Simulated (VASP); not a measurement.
Output of a VASP run:

File OSZICAR:
```
       N       E                     dE             d eps       ncg     rms          rms(c)
DAV:   1     0.169530750214E+03    0.16953E+03   -0.12567E+04  1824   0.161E+03
DAV:   2    -0.109870135333E+02   -0.18052E+03   -0.17524E+03  1830   0.320E+02
DAV:   3    -0.198427741464E+02   -0.88558E+01   -0.84987E+01  2156   0.858E+01
DAV:   4    -0.200984703422E+02   -0.25570E+00   -0.25401E+00  2070   0.136E+01
DAV:   5    -0.201060605254E+02   -0.75902E-02   -0.75884E-02  2137   0.244E+00    0.127E+01
DAV:   6    -0.230149790919E+02   -0.29089E+01   -0.35132E+01  1989   0.107E+02    0.179E+01
DAV:   7    -0.188068118404E+02    0.42082E+01   -0.13181E+01  1991   0.748E+01    0.377E+00
DAV:   8    -0.188680850906E+02   -0.61273E-01   -0.16456E+00  2508   0.120E+01    0.273E+00
DAV:   9    -0.188084925676E+02    0.59593E-01   -0.28241E-01  2043   0.883E+00    0.630E-01
DAV:  10    -0.188092037886E+02   -0.71122E-03   -0.77424E-03  1958   0.900E-01    0.491E-01
DAV:  11    -0.188090850419E+02    0.11875E-03   -0.81196E-04  2038   0.243E-01    0.140E-01
DAV:  12    -0.188089267086E+02    0.15833E-03   -0.60734E-04  2604   0.405E-01    0.443E-02
DAV:  13    -0.188089326664E+02   -0.59578E-05   -0.68904E-05  1947   0.678E-02    0.293E-02
DAV:  14    -0.188089327756E+02   -0.10919E-06   -0.26904E-06  2397   0.159E-02    0.567E-03
DAV:  15    -0.188089329540E+02   -0.17842E-06   -0.57999E-07  1893   0.737E-03    0.272E-03
DAV:  16    -0.188089326865E+02    0.26750E-06   -0.11550E-07  1144   0.587E-03    0.454E-04
DAV:  17    -0.188089327142E+02   -0.27719E-07   -0.47673E-08   993   0.160E-03
   1 F= -.18808933E+02 E0= -.18808545E+02  d E =-.188089E+02
       N       E                     dE             d eps       ncg     rms          rms(c)
DAV:   1    -0.188092403720E+02   -0.30769E-03   -0.75883E-03  1896   0.705E-01    0.109E-01
DAV:   2    -0.188091161539E+02    0.12422E-03   -0.44674E-04  2397   0.379E-01    0.805E-02
DAV:   3    -0.188090789701E+02    0.37184E-04   -0.49860E-04  2009   0.423E-01    0.643E-02
DAV:   4    -0.188090191993E+02    0.59771E-04   -0.12475E-04  2312   0.196E-01    0.708E-03
DAV:   5    -0.188090196805E+02   -0.48112E-06   -0.13531E-05  1951   0.473E-02    0.425E-03
DAV:   6    -0.188090195733E+02    0.10718E-06   -0.61154E-07  2255   0.112E-02    0.231E-03
DAV:   7    -0.188090195208E+02    0.52472E-07   -0.74268E-08   986   0.247E-03
   2 F= -.18809020E+02 E0= -.18808636E+02  d E =-.868066E-04
```

OUTCAR:
```
------------------------ aborting loop because EDIFF is reached ----------------------------------------
  FORCE on cell =-STRESS in cart. coord.  units (eV):
  Direction    XX          YY          ZZ          XY          YZ          ZX
  --------------------------------------------------------------------------------------
  Total       -0.1257487     -0.1257487     -0.1839073      0.0000000     -0.0000000     -0.0000000
  in kB       -2.8003792     -2.8003795     -4.0955501      0.0000000     -0.0000000     -0.0000000
  external PRESSURE =      -3.2321029 kB  Pullay stress =       0.0000000 kB
  volume of cell :       71.94
      direct lattice vectors                 reciprocal lattice vectors
     1.998857102 -3.462122229  0.000000000     0.250142944 -0.144420089  0.000000000
     1.998857102  3.462122229  0.000000000     0.250142944  0.144420089  0.000000000
    -0.000000000  0.000000000  5.198082946     0.000000000  0.000000000  0.192378615
 POSITION                                       TOTAL-FORCE (eV/Angst)
 -----------------------------------------------------------------------------------
      1.99886     -3.46212      2.59904         0.000000      0.000000     -0.000000
      1.99886     -3.46212      0.00000         0.000000      0.000000     -0.000000
      1.99886      1.15404      1.29952        -0.000000     -0.000000      0.000000
      1.99886     -1.15404      3.89856        -0.000000     -0.000000      0.000000
 -----------------------------------------------------------------------------------
    total drift:                                0.000000     -0.000000      0.000000
  FREE ENERGIE OF THE ION-ELECTRON SYSTEM (eV)
  ---------------------------------------------------
  free  energy   TOTEN  =       -18.8090195208 eV

  energy  without entropy=      -18.8078675895  energy(sigma->0) =      -18.80863554

 reached required accuracy - stopping structural energy minimisation
```
(Selected blocks of OUTCAR.)

POSCAR:
```
NiSb
1
    1.9977993453    -3.4602901408     0.0000000000
    1.9977993453     3.4602901408     0.0000000000
    0.0000000000     0.0000000000     5.2035887677
Ni Sb
2 2
Direct
  0.0000000000   0.0000000000   0.5000000000
  0.0000000000   0.0000000000   0.0000000000
  0.3333330000   0.6666670000   0.2500000000
  0.6666670000   0.3333330000   0.7500000000
```

Problem. Reconstruct the remaining input files.

Solution. This is not unique; one that fits is the input of the run itself, revPBE GGA, plane waves, VASP's PBE PAW potentials (set 64).

### INCAR
```
! general
SYSTEM  = NiSb
PREC    = Accurate
ENCUT   = 520   ! plane-wave cut-off (eV)
LREAL   = .False.
LASPH   = .True.   ! aspherical one-centre terms

! electronic loop
EDIFF   = 1E-7
NELM    = 100
ALGO    = Normal
LMAXMIX = 4   ! l cut-off of mixed one-centre charges

! smearing
ISMEAR  = 1   ! Methfessel-Paxton
SIGMA   = 0.1   ! width (eV)

! functional
GGA     = RE   ! revPBE

! ions
IBRION  = 2   ! conjugate gradients
NSW     = 30
ISIF    = 4   ! ions and shape, fixed volume
EDIFFG  = -0.01

! output
LWAVE   = .False.
LCHARG  = .False.
```

### KPOINTS
```
Automatic mesh
0
Gamma
9 9 6
0 0 0
```

POTCAR, in this order: Ni Sb (PBE.64 set). Program: vasp_std.

The compound is NiSb in the NiAs type structure. This run relaxes it. Symmetry was kept, so distortions that lower it aren't found. The run is not spin-polarised, so no magnetic state was tried.
